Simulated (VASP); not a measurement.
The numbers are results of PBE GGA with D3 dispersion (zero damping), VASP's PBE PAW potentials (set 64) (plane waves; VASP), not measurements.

A VASP calculation is set up with these files.

KPOINTS:
```
Automatic mesh
0
Gamma
9 9 7
0 0 0
```

### INCAR
```
LWAVE = F
SYSTEM = PtSe2
GGA = PE
ENCUT = 520   # plane-wave cut-off (eV)
EDIFF = 1E-7
NSW = 30   # most ionic steps
EDIFFG = -0.01
LCHARG = F
LREAL = F   # projection in real space or not
SIGMA = 0.1   # width (eV)
ISMEAR = 1   # Methfessel-Paxton
IVDW = 11   # D3, zero damping
PREC = Accurate
ALGO = Normal   # blocked Davidson
LASPH = T   # aspherical one-centre terms
LMAXMIX = 6   # l cut-off of mixed one-centre charges
ISIF = 4
IBRION = 2   # conjugate gradients
NELM = 100
```

### POSCAR
```
PtSe2
1
    1.8760942139    -3.2494907512     0.0000000000
    1.8760942139     3.2494907512     0.0000000000
    0.0000000000     0.0000000000     4.7012547117
Pt Se
1 2
Direct
  0.0000000000   0.0000000000   0.0000000000
  0.3333330000   0.6666670000   0.2679058825
  0.6666670000   0.3333330000   0.7320941175
```

POTCAR, in this order: Pt Se (PBE.64 set). Program: vasp_std.

The resulting files:

File OSZICAR:
```
       N       E                     dE             d eps       ncg     rms          rms(c)
DAV:   1     0.116071682806E+03    0.11607E+03   -0.10398E+04  2118   0.130E+03
DAV:   2    -0.996983516768E+01   -0.12604E+03   -0.12338E+03  2637   0.244E+02
DAV:   3    -0.148064333843E+02   -0.48366E+01   -0.48024E+01  2588   0.494E+01
DAV:   4    -0.148410938958E+02   -0.34661E-01   -0.34659E-01  2448   0.459E+00
DAV:   5    -0.148414684168E+02   -0.37452E-03   -0.37451E-03  2637   0.450E-01    0.131E+01
DAV:   6    -0.143183057738E+02    0.52316E+00   -0.48668E+00  2091   0.215E+01    0.808E+00
DAV:   7    -0.141408868783E+02    0.17742E+00   -0.89525E-01  2112   0.102E+01    0.399E+00
DAV:   8    -0.141235605895E+02    0.17326E-01   -0.59407E-02  2203   0.190E+00    0.849E-01
DAV:   9    -0.141205393680E+02    0.30212E-02   -0.96967E-03  2378   0.104E+00    0.161E-01
DAV:  10    -0.141206825257E+02   -0.14316E-03   -0.13802E-03  2350   0.266E-01    0.437E-02
DAV:  11    -0.141206827083E+02   -0.18257E-06   -0.39388E-05  2602   0.481E-02    0.300E-02
DAV:  12    -0.141206847866E+02   -0.20783E-05   -0.72808E-06  2278   0.199E-02    0.808E-03
DAV:  13    -0.141206852951E+02   -0.50855E-06   -0.14598E-06  2504   0.845E-03    0.114E-03
DAV:  14    -0.141206853303E+02   -0.35148E-07   -0.50704E-08  1707   0.188E-03
   1 F= -.15373609E+02 E0= -.15373651E+02  d E =-.153736E+02
       N       E                     dE             d eps       ncg     rms          rms(c)
DAV:   1    -0.141239584411E+02   -0.32731E-02   -0.71721E-01  2077   0.545E+00    0.448E-01
DAV:   2    -0.141243616827E+02   -0.40324E-03   -0.27021E-02  2441   0.111E+00    0.210E-01
DAV:   3    -0.141238193438E+02    0.54234E-03   -0.12039E-03  2427   0.258E-01    0.856E-02
DAV:   4    -0.141237860121E+02    0.33332E-04   -0.22737E-04  2406   0.107E-01    0.293E-02
DAV:   5    -0.141237832702E+02    0.27419E-05   -0.21689E-05  2210   0.315E-02    0.855E-03
DAV:   6    -0.141237831697E+02    0.10052E-06   -0.23972E-06  2406   0.123E-02    0.326E-03
DAV:   7    -0.141237831170E+02    0.52675E-07   -0.16441E-07  1539   0.436E-03
   2 F= -.15381957E+02 E0= -.15381874E+02  d E =-.834784E-02
       N       E                     dE             d eps       ncg     rms          rms(c)
DAV:   1    -0.141216457240E+02    0.21374E-02   -0.41287E-01  2070   0.415E+00    0.336E-01
DAV:   2    -0.141219283633E+02   -0.28264E-03   -0.15588E-02  2469   0.836E-01    0.157E-01
DAV:   3    -0.141216151912E+02    0.31317E-03   -0.67375E-04  2350   0.193E-01    0.630E-02
DAV:   4    -0.141215956790E+02    0.19512E-04   -0.12741E-04  2413   0.828E-02    0.229E-02
DAV:   5    -0.141215940587E+02    0.16203E-05   -0.10876E-05  2238   0.275E-02    0.867E-03
DAV:   6    -0.141215935852E+02    0.47353E-06   -0.21809E-06  2462   0.141E-02    0.329E-03
DAV:   7    -0.141215935421E+02    0.43070E-07   -0.29016E-07  2012   0.391E-03
   3 F= -.15383710E+02 E0= -.15383582E+02  d E =-.101006E-01
       N       E                     dE             d eps       ncg     rms          rms(c)
DAV:   1    -0.141218236179E+02   -0.23003E-03   -0.13392E-03  2077   0.237E-01    0.191E-02
DAV:   2    -0.141218251097E+02   -0.14918E-05   -0.50423E-05  2476   0.475E-02    0.891E-03
DAV:   3    -0.141218245297E+02    0.58000E-06   -0.20849E-06  2336   0.108E-02    0.354E-03
DAV:   4    -0.141218247004E+02   -0.17062E-06   -0.39674E-07  2259   0.465E-03    0.127E-03
DAV:   5    -0.141218247678E+02   -0.67392E-07   -0.32876E-08  1056   0.156E-03
   4 F= -.15383717E+02 E0= -.15383591E+02  d E =-.101079E-01
       N       E                     dE             d eps       ncg     rms          rms(c)
DAV:   1    -0.141216876686E+02    0.13703E-03   -0.10650E-02  2091   0.748E-01    0.652E-02
DAV:   2    -0.141215625789E+02    0.12509E-03   -0.39416E-04  2287   0.165E-01    0.355E-02
DAV:   3    -0.141215385128E+02    0.24066E-04   -0.78824E-05  2371   0.822E-02    0.179E-02
DAV:   4    -0.141215320862E+02    0.64265E-05   -0.20562E-05  2357   0.361E-02    0.685E-03
DAV:   5    -0.141215320265E+02    0.59689E-07   -0.22516E-06  2238   0.110E-02    0.272E-03
DAV:   6    -0.141215320404E+02   -0.13835E-07   -0.14646E-07  1495   0.334E-03
   5 F= -.15383819E+02 E0= -.15383695E+02  d E =-.101541E-03
```

### OUTCAR
```
------------------------ aborting loop because EDIFF is reached ----------------------------------------
 Edisp (eV)   -1.26229
  FORCE on cell =-STRESS in cart. coord.  units (eV):
  Direction    XX          YY          ZZ          XY          YZ          ZX
  --------------------------------------------------------------------------------------
  Total       0.89960     0.89960     0.85759     0.00000     0.00000    -0.00000
  in kB      25.14460    25.14461    23.97037     0.00000     0.00000    -0.00000
  external pressure =       24.75 kB  Pullay stress =        0.00 kB
  volume of cell :       57.32
      direct lattice vectors                 reciprocal lattice vectors
     1.886057092 -3.266746998 -0.000000000     0.265103322 -0.153057461 -0.000000000
     1.886057092  3.266746998  0.000000000     0.265103322  0.153057461  0.000000000
     0.000000000 -0.000000000  4.651718177    -0.000000000 -0.000000000  0.214974330
 POSITION                                       TOTAL-FORCE (eV/Angst)
 -----------------------------------------------------------------------------------
      1.88606     -3.26675     -0.00000        -0.000000      0.000000      0.000000
      1.88606      1.08892      1.27065        -0.000000      0.000000     -0.007747
      1.88606     -1.08892      3.38107         0.000000     -0.000000      0.007747
 -----------------------------------------------------------------------------------
    total drift:                               -0.000000     -0.000000     -0.000000
  FREE ENERGIE OF THE ION-ELECTRON SYSTEM (eV)
  ---------------------------------------------------
  free  energy   TOTEN  =       -15.3838185262 eV

  energy  without entropy=      -15.3834473612  energy(sigma->0) =      -15.38369480

 reached required accuracy - stopping structural energy minimisation
```
(Selected blocks of OUTCAR.)

CONTCAR:
```
PtSe2
   1.00000000000000
     1.8860570923940598   -3.2667469980097592   -0.0000000000000000
     1.8860570923940598    3.2667469980097592    0.0000000000000000
     0.0000000000000000   -0.0000000000000000    4.6517181767766065
  Pt              Se
     1     2
Direct
     1.0000000000000000    0.0000000000000000    0.0000000000000000
     0.3333330000000032    0.6666669999999968    0.2731573284359144
     0.6666669999999968    0.3333330000000032    0.7268426715640856
```

OUTCAR:
```
 val. band max:        7.1481911223   @ k =   0.3333   0.3333   0.0000

 cond. band min:       7.1603291028   @ k =  -0.1111   0.4444   0.1429


 Fermi energy:         7.1532417074

 k-point     1 :       0.0000    0.0000    0.0000
  band No.  band energies     occupation
      1      -8.7594      2.00000
      2      -5.2809      2.00000
      3      -0.0923      2.00000
      4       0.8275      2.00000
      5       0.8275      2.00000
      6       3.3468      2.00000
      7       3.3468      2.00000
      8       4.6924      2.00000
      9       6.1314      2.00000
     10       6.1314      2.00000
     11       8.0097     -0.00000
     12       8.0097     -0.00000
     13       8.0686     -0.00000
     14      10.3513      0.00000
     15      11.3600      0.00000

 k-point     2 :       0.1111    0.0000    0.0000
  band No.  band energies     occupation
      1      -8.6246      2.00000
      2      -5.3798      2.00000
      3       0.0770      2.00000
      4       0.9158      2.00000
      5       0.9869      2.00000
      6       3.1546      2.00000
      7       3.2534      2.00000
      8       4.3708      2.00000
      9       5.5843      2.00000
     10       5.8490      2.00000
     11       6.9466      2.01285
     12       8.2869     -0.00000
     13       8.9019     -0.00000
     14      11.0776      0.00000
     15      12.1047      0.00000

 k-point     3 :       0.2222    0.0000    0.0000
  band No.  band energies     occupation
      1      -8.2413      2.00000
      2      -5.6369      2.00000
      3       0.5456      2.00000
      4       1.1539      2.00000
      5       1.3727      2.00000
      6       2.3440      2.00000
      7       3.0632      2.00000
      8       3.7807      2.00000
      9       5.0639      2.00000
     10       5.2326      2.00000
     11       5.9657      2.00000
     12       8.8708     -0.00000
     13       8.9760     -0.00000
     14      12.1129      0.00000
     15      12.9315      0.00000
...
```

Unless said otherwise, spin-orbit coupling is left out, though it shifts the bands of the heavy elements here.

The compound is PtSe2 in the 1T layered structure. This cell is one point of a volume scan, at 0.97 of the reference volume. Symmetry was kept, so distortions that lower it aren't found.
